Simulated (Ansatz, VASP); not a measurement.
# Si9Ge28H28 (H-capped Ge nanowire along [001] with a Si core): VASP beside Ansatz, part 2 of 2

Aim: how closely do two programs agree when they are given the same cell, functional and k mesh? The cell is taken from a series of runs on this material, whose earlier steps may have relaxed, scaled, displaced or heated it; both programs get it as it stands.

VASP 6.6.1 and Ansatz 0.2.0.

So far: Set-up; Ansatz: single point, PBE.

### Step 3. VASP: single point, PBE

Level of this step: PBE; plane waves and PAW (Ge_d, Si, H) (VASP).

The same cell, functional and mesh now go to VASP, with its own data sets.

Lines of VASP's logs that name or quote its potential files are left out, and so is its time.

Input file INCAR:

```
SYSTEM = Si9Ge28H28
PREC = Accurate
ENCUT = 410
EDIFF = 1E-06
NELM = 120
ISMEAR = 0
SIGMA = 0.01
LREAL = Auto
ALGO = Normal
GGA = PE
NBANDS = 280
LORBIT = 11
LWAVE = .FALSE.
LCHARG = .FALSE.
ISIF = 2
LASPH = .TRUE.
GGA_COMPAT = .FALSE.
EFERMI = MIDGAP
KPAR = 2
```

Input file POSCAR:

```
Si9Ge28H28
1.0
   26.5009100000      0.0000000000      0.0000000000
    0.0000000000     26.5009100000      0.0000000000
    0.0000000000      0.0000000000      5.6580000000
Ge Si H
28 9 28
Direct
    0.3505100000      0.3505700000      0.2502300000
    0.3513700000      0.4254800000      0.5049800000
    0.2697300000      0.4287800000      0.7132800000
    0.2715200000      0.4999700000      0.9894300000
    0.3500600000      0.4999400000      0.2357900000
    0.3514200000      0.5744100000      0.5049800000
    0.2697800000      0.5711700000      0.7133400000
    0.3506100000      0.6493200000      0.2503000000
    0.4998500000      0.2714800000      0.5110600000
    0.4286600000      0.2697400000      0.7871900000
    0.4254200000      0.3513800000      0.9955300000
    0.4998800000      0.3500200000      0.2647200000
    0.4255100000      0.6484500000      0.9955400000
    0.4999800000      0.6497700000      0.2647300000
    0.5000000000      0.7283100000      0.5110800000
    0.4288100000      0.7300900000      0.7872400000
    0.5710400000      0.2696900000      0.7872300000
    0.5743500000      0.3513300000      0.9955200000
    0.6492500000      0.3504600000      0.2502900000
    0.6484400000      0.4253800000      0.5049700000
    0.6498100000      0.4998400000      0.2357900000
    0.6484900000      0.5743100000      0.5049800000
    0.5744500000      0.6484100000      0.9955400000
    0.6493500000      0.6492300000      0.2503000000
    0.5711900000      0.7300500000      0.7872500000
    0.7300800000      0.4286200000      0.7133200000
    0.7283500000      0.4998200000      0.9894400000
    0.7301300000      0.5710200000      0.7133300000
    0.4999100000      0.4270000000      0.5034000000
    0.4270200000      0.4270300000      0.7502500000
    0.4270400000      0.4999200000      0.9971100000
    0.4999300000      0.4998900000      0.2502600000
    0.4999600000      0.5727900000      0.5034100000
    0.4270700000      0.5728000000      0.7502600000
    0.5728000000      0.4269800000      0.7502500000
    0.5728300000      0.4998700000      0.9971100000
    0.5728500000      0.5727600000      0.7502500000
    0.3004200000      0.3506200000      0.1090900000
    0.3505000000      0.3004800000      0.3913400000
    0.2549100000      0.3780000000      0.8296100000
    0.2294300000      0.4386400000      0.5188400000
    0.2230800000      0.4999800000      0.1453200000
    0.2294700000      0.5613600000      0.5189200000
    0.2550200000      0.6219500000      0.8297400000
    0.3005100000      0.6493400000      0.1092200000
    0.3506700000      0.6994100000      0.3914700000
    0.4998400000      0.2230400000      0.3551800000
    0.3778700000      0.2549700000      0.6708100000
    0.4384700000      0.2294300000      0.9816000000
    0.5000200000      0.7767500000      0.3552000000
    0.3780300000      0.7449200000      0.6709300000
    0.4386800000      0.7703900000      0.9816900000
    0.6218200000      0.2548600000      0.6709100000
    0.5611700000      0.2293900000      0.9816900000
    0.6993500000      0.3504500000      0.1092100000
    0.6492000000      0.3003800000      0.3914600000
    0.6994500000      0.6492100000      0.1092300000
    0.6493200000      0.6993100000      0.3914800000
    0.6219800000      0.7448500000      0.6709400000
    0.5613500000      0.7703500000      0.9817100000
    0.7448500000      0.3778400000      0.8297100000
    0.7704000000      0.4384400000      0.5189000000
    0.7767900000      0.4998000000      0.1453200000
    0.7704400000      0.5611800000      0.5189200000
    0.7449300000      0.6217900000      0.8297400000
```

Input file KPOINTS:

```
Automatic mesh
0
Gamma
1 1 2
0 0 0
```

The projector-augmented-wave data sets are Ge_d, Si and H (PBE family, release 64).

Started as:

```bash
> mpirun -np 8 vasp_std
```

Numbers of over 12 decimals in the logs are rounded to 6 here.

Log:

```text
[banner, memory and clock lines left out]
running    8 mpi-ranks, on    1 nodes
[...]
|                                                                             |
|           W    W    AA    RRRRR   N    N  II  N    N   GGGG   !!!           |
|           W    W   A  A   R    R  NN   N  II  NN   N  G    G  !!!           |
|           W    W  A    A  R    R  N N  N  II  N N  N  G       !!!           |
|           W WW W  AAAAAA  RRRRR   N  N N  II  N  N N  G  GGG   !            |
|           WW  WW  A    A  R   R   N   NN  II  N   NN  G    G                |
|           W    W  A    A  R    R  N    N  II  N    N   GGGG   !!!           |
|                                                                             |
|     For optimal performance we recommend to set                             |
|       NCORE = 2 up to number-of-cores-per-socket                            |
|     NCORE specifies how many cores store one orbital (NPAR=cpu/NCORE).      |
|     This setting can greatly improve the performance of VASP for DFT.       |
|     The default, NCORE=1 might be grossly inefficient on modern             |
|     multi-core architectures or massively parallel machines. Do your        |
|     Unfortunately you need to use the default for GW and RPA                |
|     calculations (for HF NCORE is supported but not extensively tested      |
|     yet).                                                                   |
|                                                                             |

 LDA part: xc-table for (Slater+PW92), standard interpolation
 POSCAR, INCAR and KPOINTS ok, starting setup
[...]
entering main loop
       N       E                     dE             d eps       ncg     rms          rms(c)
DAV:   1     0.406591335329E+04    0.40659E+04   -0.18937E+05  1208   0.172E+03
DAV:   2     0.424675866768E+03   -0.36412E+04   -0.35134E+04  1512   0.387E+02
DAV:   3    -0.222820997328E+03   -0.64750E+03   -0.63428E+03  1552   0.192E+02
DAV:   4    -0.269567797786E+03   -0.46747E+02   -0.46423E+02  1264   0.586E+01
[...]
DAV:  26    -0.263304676723E+03   -0.83061E-05   -0.27209E-07   800   0.427E-03    0.310E-04
DAV:  27    -0.263304679983E+03   -0.32600E-05   -0.12098E-07   792   0.218E-03    0.180E-04
DAV:  28    -0.263304680751E+03   -0.76869E-06   -0.48816E-08   784   0.161E-03
   1 F= -.26330468E+03 E0= -.26330468E+03  d E =0.000000E+00
```

From OUTCAR (step 3):

```text
  Total       -7.7952639     -7.7811660     -3.5789840     -0.0025731     -0.0085759      0.0014289
  in kB       -3.1430905     -3.1374062     -1.4430648     -0.0010375     -0.0034578      0.0005762
  external PRESSURE =      -2.5745205 kB  Pullay stress =       0.0000000 kB

 POSITION                                       TOTAL-FORCE (eV/Angst)
 -----------------------------------------------------------------------------------
      9.28883      9.29042      1.41580        -0.067378     -0.065026      0.000180
      9.31162     11.27561      2.85718        -0.024832     -0.014820     -0.031093
      7.14809     11.36306      4.03574        -0.058590     -0.082073     -0.020327
      7.19553     13.24966      5.59819         0.002230     -0.000426      0.041305
      9.27691     13.24886      1.33410         0.034036      0.001557      0.056465
      9.31295     15.22239      2.85718        -0.025195      0.011651     -0.030109
      7.14942     15.13652      4.03608        -0.055799      0.079489     -0.021059
      9.29148     17.20757      1.41620        -0.067530      0.068699      0.000127
     13.24648      7.19447      2.89158         0.001542      0.002240     -0.040431
     11.35988      7.14836      4.45392        -0.084220     -0.056866      0.019050
     11.27402      9.31189      5.63271        -0.013768     -0.024873      0.030168
     13.24727      9.27585      1.49779         0.001408      0.034712     -0.056958
     11.27640     17.18452      5.63277        -0.012487      0.024101      0.030717
     13.24992     17.21950      1.49784         0.000030     -0.034117     -0.057205
[...]
-----------------------------------------------------------------------------------
    total drift:                                0.003924      0.005223     -0.001584

  FREE ENERGIE OF THE ION-ELECTRON SYSTEM (eV)
  ---------------------------------------------------
  free  energy   TOTEN  =      -263.3046807513 eV

  energy  without entropy=     -263.3046807513  energy(sigma->0) =     -263.30468075

[... 2 further parts left out ...]
```

### Step 4. Comparison

Known differences besides the potentials themselves: fixed occupations in Ansatz, narrow Gaussian smearing in VASP; the cutoff is 420 eV in Ansatz and 410 eV in VASP (PREC = Accurate, projectors in real space). Total energies have different zeros and are not compared.

Both answers:

| quantity | Ansatz | VASP | difference |
| --- | --- | --- | --- |
| gap on the k mesh (eV) | 1.928 | 1.931 | -0.003 |

Forces on 10 of the 65 atoms, those with the largest forces and the largest differences (eV/Å; atoms numbered as in POSCAR):

| atom | Ansatz x, y, z | VASP x, y, z |
| --- | --- | --- |
| Ge1 | -0.050, -0.048, 0.000 | -0.067, -0.065, 0.000 |
| Ge8 | -0.050, 0.051, 0.000 | -0.068, 0.069, 0.000 |
| Ge24 | 0.050, 0.047, 0.000 | 0.067, 0.065, 0.000 |
| H42 | 0.106, 0.000, 0.012 | 0.123, 0.000, 0.001 |
| H47 | 0.000, 0.106, -0.012 | 0.000, 0.122, -0.001 |
| H50 | 0.000, -0.106, -0.012 | 0.000, -0.122, -0.001 |
| H52 | 0.055, -0.049, -0.064 | 0.052, -0.063, -0.078 |
| H54 | -0.055, 0.049, -0.065 | -0.052, 0.063, -0.079 |
| H62 | -0.049, 0.055, 0.065 | -0.063, 0.052, 0.079 |
| H63 | -0.106, 0.000, 0.012 | -0.122, 0.000, 0.001 |

The forces differ by 10 meV/Å r.m.s., which is 19.9 % of the r.m.s. force of 0.050 eV/Å (both taken over all components). A gap on the mesh is an upper bound, since the band edges may lie between its points. Where the cell holds vacuum, a pressure given here is an average over it and none of the material.

### Step 5. Summary of results

```
r.m.s. force difference (single point, PBE) : 10 meV/Å
```

What this shows: The r.m.s. force difference is 10 meV/Å (single point, PBE), within the 12 meV/Å picked in this series as the mark of a large difference. How closely two codes agree says nothing of how well the functional describes the real material.

[Lines on the potential files, build, host, timing and source positions are cut from VASP's logs without a mark.]

[Logs are printed without paths, hosts, clocks, repeated set-up lines and the standing remarks that a program may print on its own settings, such as how far it seeks lower states.]

[Hosts, paths, dates, database ids (printed as entryN), source tags and the programs' standing remarks are cut or masked in the printed files.]
